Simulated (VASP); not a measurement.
Here is the system:

```yaml
crystal:
  lattice:
    - [4.74293, 0.00000, 0.00000]
    - [0.00000, 4.74293, 0.00000]
    - [0.00000, 0.00000, 3.11968]
  atoms:
    - { symbol: Mg, position: [0.00000, 0.00000, 0.00000] }
    - { symbol: Mg, position: [0.50000, 0.50000, 0.50000] }
    - { symbol: F, position: [0.30358, 0.30358, 0.00000] }
    - { symbol: F, position: [0.80358, 0.19642, 0.50000] }
    - { symbol: F, position: [0.19642, 0.80358, 0.50000] }
    - { symbol: F, position: [0.69642, 0.69642, 0.00000] }
```

Method: revPBE GGA, VASP's PBE PAW potentials (set 64) (plane waves; VASP). Run with 520 eV cut-off, 5×5×8 Γ-centred mesh, tetrahedra with Blöchl corrections, potentials Mg F.

The cores are frozen, which limits the accuracy of field gradients.

Give the principal components of the electric field gradient (V/Å²) and the asymmetry η at each nucleus.

```tsv
atom	Vxx	Vyy	Vzz	η
Mg1	-5.0	-0.3	5.3	0.89
Mg2	-5.0	-0.3	5.3	0.89
F3	36.2	16.5	-52.7	0.37
F4	36.2	16.5	-52.7	0.37
F5	36.2	16.5	-52.7	0.37
F6	36.2	16.5	-52.7	0.37
```

The compound is MgF2 in the rutile structure. It was relaxed first, which changed the volume by +8 %.
